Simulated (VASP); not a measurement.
```
CELL_PARAMETERS angstrom
      4.19000     0.00000     0.00000
      0.00000     4.19000     0.00000
      0.00000     0.00000     4.19000
ATOMIC_POSITIONS crystal
  Ba 0.00000 0.00000 0.00000
  Zr 0.50000 0.50000 0.50000
  O  0.50000 0.00000 0.50000
  O  0.00000 0.50000 0.50000
  O  0.50000 0.50000 0.00000
```

All values below come from LDA (Ceperley-Alder, Perdew-Zunger), VASP's LDA PAW potentials (set 64) (plane waves; VASP). Settings: 400 eV cut-off, 6×6×6 Γ-centred mesh, Fermi-Dirac smearing of 0.050 eV, potentials Ba_sv Zr_sv O.

At this cut-off the stress carries a Pulay error, which pulls relaxed volumes low. Energy and stress use the plane-wave basis of the starting cell.

The ions, cell shape and volume are relaxed. Which structure does the run end with?

```
CELL_PARAMETERS angstrom
      4.13516     0.00000     0.00000
      0.00000     4.13516     0.00000
      0.00000     0.00000     4.13516
ATOMIC_POSITIONS crystal
  Ba 0.00000 0.00000 0.00000
  Zr 0.50000 0.50000 0.50000
  O  0.50000 0.00000 0.50000
  O  0.00000 0.50000 0.50000
  O  0.50000 0.50000 0.00000
```
Space group Pm-3m (221), at a tolerance of 0.03 Å.

How do energy and volume change from the first to the last step?

The energy (σ→0) changes by -14.2 meV/atom and the volume by -3.9 %, in 4 ionic steps.

```tsv
step	E(σ→0) (eV)	max force (eV/Å)	pressure (GPa)	volume (Å³)
1	-45.7778	0.000	-7.74	73.56
2	-45.6455	0.000	15.32	66.25
3	-45.8487	0.000	-0.17	70.76
4	-45.8487	0.000	-0.03	70.71
```

The structure is a typed BaZrO3 crystal (Pm-3m). This run relaxes it. Symmetry was kept, so distortions that lower it aren't found. The run is one of a series of settings (EDIFFG = -0.01, IBRION = 2, ISIF = 3, NSW = 50 against the base run), some of them coarse on purpose.
